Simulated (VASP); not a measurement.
Level of theory: optB86b-vdW, VASP's PBE PAW potentials (set 64) (plane waves; VASP).

VASP input:

### INCAR
```
AGGAC=0.0
ALGO=Normal
EDIFF=1E-6
EDIFFG=-0.01
ENCUT=520
GGA=MK
IBRION=2
ISIF=3
ISMEAR=1
LASPH=.TRUE.
LCHARG=.FALSE.
LMAXMIX=4
LREAL=.FALSE.
LUSE_VDW=.TRUE.
LWAVE=.FALSE.
NELM=100
NSW=60
PARAM1=0.1234
PARAM2=1.0
PREC=Accurate
SIGMA=0.1
SYSTEM=Sn
```

**POSCAR**
```
Sn
1
   -2.9400777896     2.9400777896     1.6008611244
    2.9400777896    -2.9400777896     1.6008611244
    2.9400777896     2.9400777896    -1.6008611244
Sn
2
Direct
  0.2500000000   0.7500000000   0.5000000000
  0.0000000000   0.0000000000   0.0000000000
```

KPOINTS:
```
kpoints
0
G
12 12 12
0 0 0
```

POTCAR, in this order: Sn_d (PBE.64 set). Program: vasp_std.

Unless said otherwise, spin-orbit coupling is left out, though it shifts the bands of the heavy elements here.

Question: Predict the energy per atom (σ→0), band gap (on the k-mesh).

Answer: 
| Item | Value |
|---|---|
| energy per atom (σ→0) | -0.699 eV/atom |
| band gap (on the k-mesh) | none (metal, semimetal or under 0.01 eV) |

OSZICAR:
```
...
DAV:   5    -0.141451938193E+01   -0.20394E-01   -0.20393E-01  7922   0.478E+00    0.220E+00
DAV:   6    -0.140012755664E+01    0.14392E-01   -0.35904E-02  7566   0.291E+00    0.121E+00
DAV:   7    -0.139769025693E+01    0.24373E-02   -0.21309E-02  7568   0.216E+00    0.166E-01
DAV:   8    -0.139779985541E+01   -0.10960E-03   -0.21130E-03  6496   0.666E-01    0.387E-02
DAV:   9    -0.139781286371E+01   -0.13008E-04   -0.63038E-05  7486   0.837E-02    0.138E-02
DAV:  10    -0.139781301308E+01   -0.14937E-06   -0.10092E-05  6896   0.446E-02    0.220E-03
DAV:  11    -0.139781304050E+01   -0.27421E-07   -0.33600E-07  3252   0.824E-03
   1 F= -.13978130E+01 E0= -.13976681E+01  d E =-.139781E+01
```

The compound is Sn in the beta structure. It was relaxed first. The start is the result of an earlier pass.
